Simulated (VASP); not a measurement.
Method: r2SCAN meta-GGA with spin-orbit coupling, VASP's PBE PAW potentials (set 64) (plane waves; VASP).

VASP input:

File KPOINTS:
```
Automatic
0
G
 9 9 9
```

File POSCAR:
```
GaN
1
    0.0000000000     2.2527067553     2.2527067553
    2.2527067553     0.0000000000     2.2527067553
    2.2527067553     2.2527067553    -0.0000000000
Ga N
1 1
Direct
  0.0000000000   0.0000000000   0.0000000000
  0.2500000000   0.2500000000   0.2500000000
```

INCAR:
```
SYSTEM = GaN
PREC = Accurate
ENCUT = 520
EDIFF = 1E-6
NELM = 100
ALGO = Normal
LREAL = .FALSE.
LASPH = .TRUE.
ISMEAR = 0
SIGMA = 0.05
METAGGA = R2SCAN
LMIXTAU = .TRUE.
LMAXMIX = 4
LWAVE = .FALSE.
LCHARG = .FALSE.
LSORBIT = .TRUE.
MAGMOM = 0 0 0 0 0 0
GGA_COMPAT = .FALSE.
```

### KPOINTS_OPT
```
k-points along high-symmetry lines
8
Line-mode
Reciprocal
  0.000000   0.000000   0.000000 ! GAMMA
 -0.500000  -0.500000   0.000000 ! X

 -0.500000  -0.500000   0.000000 ! X
 -0.375000  -0.375000   0.250000 ! U

 -0.375000   0.000000   0.375000 ! K
  0.000000   0.000000   0.000000 ! GAMMA

  0.000000   0.000000   0.000000 ! GAMMA
  0.000000   0.000000   0.500000 ! L

  0.000000   0.000000   0.500000 ! L
 -0.500000  -0.250000   0.250000 ! W

 -0.500000  -0.250000   0.250000 ! W
 -0.500000  -0.500000   0.000000 ! X
```

POTCAR, in this order: Ga_d N (PBE.64 set). Program: vasp_ncl.

Q: Predict the energy per atom (σ→0), band gap (over mesh and band path).

A: 
```yaml
energy per atom (σ→0): -10.951 eV/atom
band gap (over mesh and band path): 2.12 eV
```

OSZICAR:
```
...
DAV:  16    -0.219017802836E+02    0.46665E-05   -0.33255E-05  3600   0.120E-01    0.199E-02
DAV:  17    -0.219017440905E+02    0.36193E-04   -0.20717E-05  3966   0.997E-02    0.761E-03
DAV:  18    -0.219017625389E+02   -0.18448E-04   -0.50072E-06  3344   0.314E-02    0.310E-03
DAV:  19    -0.219017571581E+02    0.53809E-05   -0.14595E-06  2676   0.172E-02    0.176E-03
DAV:  20    -0.219017591772E+02   -0.20191E-05   -0.39173E-07  1568   0.982E-03    0.679E-04
DAV:  21    -0.219017588646E+02    0.31251E-06   -0.59475E-08  1464   0.394E-03
   1 F= -.21901759E+02 E0= -.21901759E+02  d E =-.855320E-17  mag=     0.0000    -0.0000     0.0000
       N       E                     dE             ncg
```

The compound is GaN in the zinc blende structure, a metastable form; wurtzite is the usual one. It was relaxed first.
